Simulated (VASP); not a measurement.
Data:

```
Tl
1.0
    1.79168    -3.10328     0.00000
    1.79168     3.10328     0.00000
    0.00000     0.00000     5.66967
Tl
2
Direct
  0.33333   0.66667   0.25000
  0.66667   0.33333   0.75000
```

Method: RPBE GGA, VASP's PBE PAW potentials (set 64) (plane waves; VASP 6.6.1). Settings: 520 eV cut-off, 12×12×7 Γ-centred mesh, first-order Methfessel-Paxton smearing of 0.10 eV, potentials Tl_d.

Task: The ions and cell shape at fixed volume are relaxed. Predict the relaxed structure.

Result: 
```
Tl
1.0
    1.81325    -3.14064     0.00000
    1.81325     3.14064     0.00000
    0.00000     0.00000     5.53557
Tl
2
Direct
  0.33333   0.66667   0.25000
  0.66667   0.33333   0.75000
```
Space group P6_3/mmc (194), at a tolerance of 0.03 Å.

Task: How much energy does the relaxation gain?

Result: The energy (σ→0) changes by -3.3 meV/atom, in 4 ionic steps.

```csv
step,E(σ→0) (eV),max force (eV/Å),pressure (GPa),volume (Å³)
1,-3.6514,0.000,1.49,63.05
2,-3.6550,0.000,1.52,63.05
3,-3.6577,0.000,1.56,63.05
4,-3.6580,0.000,1.58,63.05
```

The compound is Tl in the hcp structure. This cell is one point of a volume scan, at 0.94 of the reference volume. Symmetry was kept, so distortions that lower it aren't found.
